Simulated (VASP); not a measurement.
Given:

```xyz
2
Lattice="1.3278 -2.2998 0.0000 1.3278 2.2998 0.0000 0.0000 0.0000 4.1878" Properties=species:S:1:pos:R:3 pbc="T T T"
Ru     1.3278     0.7666     1.0470
Ru     1.3278    -0.7666     3.1409
```

These are LDA (Ceperley-Alder, Perdew-Zunger), VASP's LDA PAW potentials (set 64) (plane waves; VASP 6.6.1) values and carry that method's errors. Settings: 500 eV cut-off, 16×16×9 Γ-centred mesh, first-order Methfessel-Paxton smearing of 0.10 eV, potentials Ru_pv.

Energy and stress use the plane-wave basis of the starting cell.

Task: The ions, cell shape and volume at an external pressure of 20.0 GPa are relaxed. Which structure does the run end with?

Result: 
```xyz
2
Lattice="1.3172 -2.2814 0.0000 1.3172 2.2814 0.0000 0.0000 0.0000 4.1582" Properties=species:S:1:pos:R:3 pbc="T T T"
Ru     1.3172     0.7605     1.0396
Ru     1.3172    -0.7605     3.1187
```
Space group P6_3/mmc (194), at a tolerance of 0.03 Å.

Task: How do energy and volume change from the first to the last step?

Result: The energy (σ→0) changes by +27.4 meV/atom and the volume by -2.3 %, in 7 ionic steps.

The compound is Ru in the hcp structure. This run relaxes it under an external pressure of 20 GPa. Symmetry was kept, so distortions that lower it aren't found.
